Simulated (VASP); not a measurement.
InSb: band structure with PBEsol

**What was measured.**

“Electronic Structure and Epitaxy of CdTe Shells on InSb Nanowires”, 2021, arxiv:2111.05126 quotes, for a bulk crystal of InSb: band gap 0.24 eV.

The system is InSb.

```
In Sb
1.0
     0.00000    3.26032    3.26032
     3.26032    0.00000    3.26032
     3.26032    3.26032    0.00000
In Sb
1 1
Direct
  0.00000 0.00000 0.00000
  0.25000 0.25000 0.25000
```

```json
{
  "Program": "VASP 6.6.1",
  "Task": "band structure",
  "Functional": "PBEsol",
  "Potentials or basis": "VASP PAW PBE potentials, release 64 (In_d, Sb)",
  "Cutoff": "520 eV",
  "k mesh": "10 × 10 × 10",
  "Occupations": "gaussian, width 0.03 eV",
  "Spin": "no spin polarisation",
  "Further INCAR settings": "ALGO = Normal; EDIFF = 1e-07; NBANDS = 16"
}
```

```
Pressure                : 0.0 GPa
Band gap along the path : none (metal or under the smearing width)
```

Levels at the corners of the path, in eV from the Fermi level:
| point | band 6 | band 7 | band 8 | band 9 | band 10 | band 11 | band 12 | band 13 |
| --- | --- | --- | --- | --- | --- | --- | --- | --- |
| Γ | -10.64 | -0.38 | -0.01 | -0.01 | -0.01 | 2.92 | 2.92 | 2.92 |
| X | -8.72 | -5.88 | -2.22 | -2.22 | 1.27 | 1.28 | 8.00 | 8.00 |
| X | -8.72 | -5.88 | -2.22 | -2.22 | 1.27 | 1.28 | 8.00 | 8.00 |
| W | -8.69 | -5.77 | -2.82 | -2.69 | 3.40 | 3.90 | 4.13 | 4.85 |
| W | -8.69 | -5.77 | -2.82 | -2.69 | 3.40 | 3.90 | 4.13 | 4.85 |
| K | -8.76 | -5.75 | -3.08 | -1.89 | 1.55 | 3.61 | 6.13 | 6.34 |
| K | -8.76 | -5.75 | -3.08 | -1.89 | 1.55 | 3.61 | 6.13 | 6.34 |
| Γ | -10.64 | -0.38 | -0.01 | -0.01 | -0.01 | 2.92 | 2.92 | 2.92 |
| Γ | -10.64 | -0.38 | -0.01 | -0.01 | -0.01 | 2.92 | 2.92 | 2.92 |
| L | -9.31 | -5.58 | -0.99 | -0.99 | 0.43 | 3.76 | 3.76 | 5.96 |
| L | -9.31 | -5.58 | -0.99 | -0.99 | 0.43 | 3.76 | 3.76 | 5.96 |
| U | -8.76 | -5.75 | -3.08 | -1.89 | 1.55 | 3.61 | 6.13 | 6.34 |
| U | -8.76 | -5.75 | -3.08 | -1.89 | 1.55 | 3.61 | 6.13 | 6.34 |
| W | -8.69 | -5.77 | -2.82 | -2.69 | 3.40 | 3.90 | 4.13 | 4.85 |
| W | -8.69 | -5.77 | -2.82 | -2.69 | 3.40 | 3.90 | 4.13 | 4.85 |
| L | -9.31 | -5.58 | -0.99 | -0.99 | 0.43 | 3.76 | 3.76 | 5.96 |
| L | -9.31 | -5.58 | -0.99 | -0.99 | 0.43 | 3.76 | 3.76 | 5.96 |
| K | -8.76 | -5.75 | -3.08 | -1.89 | 1.55 | 3.61 | 6.13 | 6.34 |
| U | -8.76 | -5.75 | -3.08 | -1.89 | 1.55 | 3.61 | 6.13 | 6.34 |
| X | -8.72 | -5.88 | -2.22 | -2.22 | 1.27 | 1.28 | 8.00 | 8.00 |

Core levels (eV, on the scale of the bands):
```
atom                                                                                               levels
1 In            1s -27739.1, 2s -4145.6, 2p -3719.6, 3s -779.5, 3p -640.0, 3d -423.7, 4s -110.7, 4p -69.2
2 Sb  1s -30288.0, 2s -4599.9, 2p -4128.1, 3s -893.7, 3p -739.9, 3d -505.5, 4s -138.8, 4p -91.7, 4d -23.6
```

Wall time 2.1 min on 1 thread of Intel(R) Xeon(R) Platinum 8375C CPU @ 2.90GHz (Ice Lake) (shared host), peak memory 0.25 GiB.

Against the measured gap of InSb, 0.24 eV (quoted in “Electronic Structure and Epitaxy of CdTe Shells on InSb Nanowires”, 2021, arxiv:2111.05126), the calculated 0.00 eV is off by -0.24 eV. Spin-orbit coupling on In, Sb is left out. The value is that of PBEsol, without temperature or zero-point motion. Semilocal functionals fall short of measured gaps as a rule.

Caveat: the PAW data sets were made with another functional, which shifts forces and pressure a little; spin-orbit coupling is left out, which moves the levels of the heavy elements; this crystal is a semiconductor, whose small gap the functional closes, so the metal is an error of the method.
